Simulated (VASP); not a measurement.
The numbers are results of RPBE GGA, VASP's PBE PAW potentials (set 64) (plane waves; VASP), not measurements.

VASP input:

File POSCAR:
```
GaSb
3.1440070
  0.0000000000   0.9999999464   0.9999999464
  0.9999999464   0.0000000000   0.9999999464
  0.9999999464   0.9999999464   0.0000000000
Ga Sb
1 1
direct
  0.0000000000   0.0000000000   0.0000000000
  0.2500000000   0.2500000000   0.2500000000
```

File KPOINTS:
```
Automatic mesh
0
Gamma
11 11 11
0 0 0
```

### INCAR
```
! general
SYSTEM  = GaSb
PREC    = Accurate
ENCUT   = 520
LREAL   = .FALSE.
LASPH   = .TRUE.

! electronic loop
EDIFF   = 1E-7   ! SCF stop (eV)
NELM    = 100   ! most electronic steps
ALGO    = Normal
LMAXMIX = 4

! smearing
ISMEAR  = -5   ! tetrahedra, Bloechl

! functional
GGA     = RP

! ions
ISIF    = 2   ! forces and stress, cell fixed

! output
LWAVE   = .FALSE.
LCHARG  = .TRUE.
LORBIT  = 11
NEDOS   = 601   ! DOS grid
```

POTCAR, in this order: Ga_d Sb (PBE.64 set). Program: vasp_std.

The run wrote:

File OSZICAR:
```
       N       E                     dE             d eps       ncg     rms          rms(c)
DAV:   1     0.773098781142E+02    0.77310E+02   -0.88297E+03  1456   0.165E+03
DAV:   2    -0.124263830074E+01   -0.78553E+02   -0.76763E+02  1581   0.308E+02
DAV:   3    -0.662209582484E+01   -0.53795E+01   -0.53549E+01  1846   0.708E+01
DAV:   4    -0.671741758956E+01   -0.95322E-01   -0.95284E-01  1656   0.104E+01
DAV:   5    -0.672020032321E+01   -0.27827E-02   -0.27827E-02  1880   0.159E+00    0.295E+00
DAV:   6    -0.670445780806E+01    0.15743E-01   -0.64318E-02  2005   0.421E+00    0.179E+00
DAV:   7    -0.670822693512E+01   -0.37691E-02   -0.35697E-02  1714   0.180E+00    0.344E-01
DAV:   8    -0.671110514466E+01   -0.28782E-02   -0.60072E-03  1625   0.957E-01    0.644E-02
DAV:   9    -0.671221500602E+01   -0.11099E-02   -0.16154E-03  1626   0.313E-01    0.349E-02
DAV:  10    -0.671240936492E+01   -0.19436E-03   -0.27458E-04  1671   0.963E-02    0.910E-03
DAV:  11    -0.671245060942E+01   -0.41244E-04   -0.94813E-05  1619   0.753E-02    0.390E-03
DAV:  12    -0.671245458105E+01   -0.39716E-05   -0.89746E-06  1606   0.208E-02    0.954E-04
DAV:  13    -0.671245441917E+01    0.16187E-06   -0.19529E-07  1525   0.416E-03    0.291E-04
DAV:  14    -0.671245451132E+01   -0.92144E-07   -0.93950E-08  1473   0.196E-03
   1 F= -.67124545E+01 E0= -.67124545E+01  d E =0.000000E+00
```

**OUTCAR**
```
------------------------ aborting loop because EDIFF is reached ----------------------------------------
  FORCE on cell =-STRESS in cart. coord.  units (eV):
  Direction    XX          YY          ZZ          XY          YZ          ZX
  --------------------------------------------------------------------------------------
  Total       -0.0102078     -0.0102078     -0.0102078      0.0000000      0.0000000     -0.0000000
  in kB       -0.2631242     -0.2631242     -0.2631242      0.0000000      0.0000000     -0.0000000
  external PRESSURE =      -0.2631242 kB  Pullay stress =       0.0000000 kB
  volume of cell :       62.16
      direct lattice vectors                 reciprocal lattice vectors
     0.000000000  3.144006832  3.144006832    -0.159032733  0.159032733  0.159032733
     3.144006832  0.000000000  3.144006832     0.159032733 -0.159032733  0.159032733
     3.144006832  3.144006832  0.000000000     0.159032733  0.159032733 -0.159032733
  FREE ENERGIE OF THE ION-ELECTRON SYSTEM (eV)
  ---------------------------------------------------
  free  energy   TOTEN  =        -6.7124545113 eV

  energy  without entropy=       -6.7124545113  energy(sigma->0) =       -6.71245451

 total charge

# of ion       s       p       d       tot
------------------------------------------
    1        0.912   0.697   9.954  11.563
    2        1.132   1.295   0.023   2.450
--------------------------------------------------
tot          2.043   1.992   9.977  14.012
```
(Selected blocks of OUTCAR.)

For a metal the tetrahedron method with Blöchl corrections gives inexact stress and forces.

The compound is GaSb in the zinc blende structure. It was relaxed first, which changed the volume by +10 %.
